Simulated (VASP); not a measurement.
Input of a VASP 6.6.1 run:

The input INCAR:

```
PREC = Accurate
ENCUT = 520
EDIFF = 1E-7
ISMEAR = 0
SIGMA = 1.0
LREAL = F
LASPH = T
NELM = 80
ALGO = Normal
ISIF = 3
LWAVE = F
LCHARG = F
GGA = PE
IBRION = 2
NSW = 80
EDIFFG = -0.002
```

The input KPOINTS:

```
Automatic mesh
0
Gamma
  15 15 12
```

Contents of POSCAR:

```
ZrB2                                    
1.0
    3.1748291150      0.0000000000     -0.0000000000
   -1.5874145575      2.7494826663      0.0000000000
    0.0000000000      0.0000000000      3.5461328651
  Zr              B             
     1     2
Direct
     0.0000000000000000    0.0000000000000000    0.0000000000000000
     0.3333333300000021    0.6666666699999979    0.5000000000000000
     0.6666666699999979    0.3333333300000021    0.5000000000000000
```

Potentials or basis: VASP PAW PBE potentials, release 64 (Zr_sv, B).

The run is started by

```bash
$ cat potpaw_PBE.64/Zr_sv/POTCAR potpaw_PBE.64/B/POTCAR > POTCAR
$ mpirun -np 1 vasp_std > vasp.out
```

(1) What does it give for the band gap on the k mesh?

## Answers

(1) none (metal or under the smearing width).

Caveat: the relaxation stopped at its first step, so nothing moved.
